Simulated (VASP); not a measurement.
A convergence study with VASP on TiSe₂ (space group no. 164 when undisturbed): a few settings are varied, all else stays as given below, so the limit is that of these other settings. One atom is moved off its site, so that forces are finite.

```yaml
crystal:
  lattice:
    - [1.76469, -3.05653, 0.00000]
    - [1.76469, 3.05653, 0.00000]
    - [0.00000, 0.00000, 5.99197]
  atoms:
    - { symbol: Ti, position: [0.00000, 0.00000, 0.00834] }
    - { symbol: Se, position: [0.33333, 0.66667, 0.25500] }
    - { symbol: Se, position: [0.66667, 0.33333, 0.74500] }
```

Method: PBE GGA, VASP's PBE PAW potentials (set 64) (plane waves; VASP). The last row used: 300 eV cut-off, 16×16×9 Γ-centred mesh, tetrahedra with Blöchl corrections, potentials Ti_sv Se.

| setting | E (eV/atom) | pressure (GPa) | irreducible k-points |
|---|---|---|---|
| 5×5×3 mesh | -6.0335 | 2.53 | 12 |
| 6×6×3 mesh | [?] | [?] | 17 |
| 7×7×4 mesh | -6.0472 | 2.34 | 28 |
| 9×9×5 mesh | -6.0491 | 2.29 | 50 |
| 11×11×6 mesh | -6.0490 | 2.27 | 84 |
| 13×13×7 mesh | [?] | 2.27 | 126 |
| 16×16×9 mesh | -6.0483 | 2.26 | 234 |

Task: Fill in the missing entries.

Result: 
- 13×13×7 mesh, E (eV/atom): -6.0487
- 6×6×3 mesh, E (eV/atom): -6.0433
- 6×6×3 mesh, pressure (GPa): 2.43

Left out are rungs that failed or repeat a setting and relaxations that didn't move; long series are thinned to 24 rows.

The structure is a typed TiSe2 crystal (space group no. 164). The cell was not relaxed at this level, it is distorted from the ideal structure.
